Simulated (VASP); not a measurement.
Input:

```yaml
crystal:
  lattice:
    - [2.88377, 0.00000, 0.00000]
    - [0.00000, 2.88377, 0.00000]
    - [0.00000, 0.00000, 2.88377]
  atoms:
    - { symbol: Al, position: [0.50000, 0.50000, 0.50000] }
    - { symbol: Fe, position: [0.00000, 0.00000, 0.00000] }
```

Level of theory: revPBE GGA, VASP's PBE PAW potentials (set 64) (plane waves; VASP). Settings: 520 eV cut-off, Gaussian smearing of 0.050 eV, potentials Al Fe.

Question: Give the energies of bands 1 to 8 at the high-symmetry points, in eV from the Fermi level.

Answer: 
```
band       Γ      X      M      R
----  ------  -----  -----  -----
1     -10.21  -6.06  -4.62  -3.23
2      -2.14  -5.80  -2.20  -3.23
3      -2.14  -1.49  -1.97  -3.23
4       0.17  -0.81  -1.97   0.90
5       0.17  -0.81  -0.57   0.90
6       0.17   0.30  -0.57   3.12
7       6.48   1.28   0.86   3.12
8       6.48   8.75   3.52   3.12
```

It has no gap at this level: it comes out as a metal or semimetal.

The compound is FeAl in the CsCl type structure. It was relaxed first. The run is not spin-polarised, so no magnetic state was tried. The electron count is odd and the run is not spin-polarised, which forces a metal.
